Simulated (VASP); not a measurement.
VASP input:

**KPOINTS**
```
Automatic
0
Gamma
  11 11 11
0 0 0
```

### POSCAR
```
CuZn
1.0
  2.9426450000   0.0000000000   0.0000000000
  0.0000000000   3.0217000000   0.0000000000
  0.0000000000   0.0000000000   2.8630930000
Zn Cu
1 1
direct
  0.5000000000   0.5000000000   0.5000000000
  0.0282090000   0.0000000000   0.0000000000
```

INCAR:
```
EDIFF=1E-2   ! SCF stop (eV)
SIGMA=0.1   ! width (eV)
GGA=PE   ! PBE
ENCUT=400   ! plane-wave cut-off (eV)
LWAVE=.FALSE.
ALGO=Normal
ISIF=2
LASPH=.TRUE.   ! aspherical one-centre terms
SYSTEM=CuZn
LREAL=.FALSE.   ! projection in real space or not
NELM=100   ! most electronic steps
PREC=Accurate
LMAXMIX=4
LCHARG=.FALSE.
ISMEAR=1   ! Methfessel-Paxton
```

POTCAR, in this order: Zn Cu (PBE.64 set). Program: vasp_std.

Question: Translate this PBE calculation to Ansatz.

Answer: One equivalent input (not run):
Ansatz 0.2 input:
```yaml
crystal:
  lattice:
    - [2.9426450, 0.0000000, 0.0000000]
    - [0.0000000, 3.0217000, 0.0000000]
    - [0.0000000, 0.0000000, 2.8630930]
  atoms:
    - { symbol: Zn, position: [0.5000000, 0.5000000, 0.5000000] }
    - { symbol: Cu, position: [0.0282090, 0.0000000, 0.0000000] }
kpoints:
  mp_grid: { grid: [11, 11, 11] }
hamiltonian:
  xc: pbe
  pseudopotentials: { kind: paw }
scf:
  occupations: { method: methfessel_paxton, width: 0.1 }
  max_iter: 100
output: { forces: true, stress: true, eigenvalues: true }
```
Limits of the translation: each code has its own PAW files, so the cut-off isn't converted (ENCUT is set for VASP's; basis.ecutwfc is left out, and Ansatz then takes the one that its files recommend); Ansatz stops its SCF on the density residual and VASP on the energy change (EDIFF).

The compound is CuZn in the CsCl type structure. The cell was not relaxed at this level, atoms are displaced from their ideal sites. The run is one of a series of settings (EDIFF = 1E-2 against the base run), some of them coarse on purpose.
